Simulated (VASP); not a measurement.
Crystal: AlNi.

```xyz
2
Lattice="2.8810 0.0000 0.0000 0.0000 2.8810 0.0000 0.0000 0.0000 2.8810" Properties=species:S:1:pos:R:3 pbc="T T T"
Al    0.0000    0.0000    0.0000
Ni    1.4405    1.4405    1.4405
```

| Quantity | Value |
| --- | --- |
| Program | VASP 6.6.1 |
| Task | relaxation of cell and atoms |
| Functional | r2SCAN |
| Dispersion | rVV10 |
| Potentials or basis | VASP PAW PBE potentials, release 64 (Al, Ni) |
| Cutoff | 600 eV |
| k mesh | 14 × 14 × 14 |
| Occupations | methfessel-paxton, width 0.1 eV |
| Spin | no spin polarisation |

At the start: pressure -4.3 GPa; volume 11.96 Å³/atom.

Task: Where does the relaxation end?

Result: Over 4 steps the energy falls by 4.3 meV/atom and the volume is 11.66 Å³/atom (-2.5 %); space group Pm-3m (No. 221, to 0.05 Å).

The path:
```tsv
step	energy change (eV)	largest force (eV/Å)	pressure (GPa)	volume (Å³)
1	0.0000	0.0000	-4.31	23.91
2	-0.0026	0.0000	4.03	22.82
3	-0.0085	0.0000	0.14	23.30
4	-0.0085	0.0000	-0.13	23.32
```

Final structure:
```xyz
2
Lattice="2.8570 0.0000 0.0000 0.0000 2.8570 0.0000 0.0000 0.0000 2.8570" Properties=species:S:1:pos:R:3 pbc="T T T"
Al    0.0000    0.0000    0.0000
Ni    1.4285    1.4285    1.4285
```

Caveat: the PAW data sets were made with another functional, which shifts forces and pressure a little.
